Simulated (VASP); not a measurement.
Here is the system:

```yaml
crystal:
  lattice:
    - [1.78608, -3.09357, 0.00000]
    - [1.78608, 3.09357, 0.00000]
    - [0.00000, 0.00000, 5.48917]
  atoms:
    - { symbol: Ho, position: [0.33333, 0.66667, 0.25000] }
    - { symbol: Ho, position: [0.66667, 0.33333, 0.75000] }
```

The numbers are results of optB88-vdW, VASP's PBE PAW potentials (set 64) (plane waves; VASP 6.6.1), not measurements. Settings: 520 eV cut-off, Gaussian smearing of 0.050 eV, potentials Ho_3.

The 4f electrons are frozen in the core of the lanthanide potential, so 4f levels, which can set the real gap, and their magnetism are missing.

Problem. Give the energies of bands 7 to 12 at the high-symmetry points, in eV from the Fermi level.

Solution. 
| band | Γ | M | K | A | L | H |
|---|---|---|---|---|---|---|
| 7 | -5.32 | -2.01 | -0.93 | -3.62 | -1.98 | -0.61 |
| 8 | -2.22 | -1.45 | -0.78 | -3.62 | -1.98 | -0.61 |
| 9 | 1.47 | -0.94 | -0.78 | 1.11 | 0.09 | -0.40 |
| 10 | 1.82 | 0.01 | -0.43 | 1.11 | 0.09 | -0.40 |
| 11 | 1.82 | 1.44 | 1.25 | 1.70 | 1.72 | 0.59 |
| 12 | 2.41 | 1.73 | 1.25 | 1.70 | 1.72 | 0.59 |

It has no gap at this level: it comes out as a metal or semimetal.

The compound is Ho in the hcp structure. It was relaxed first.
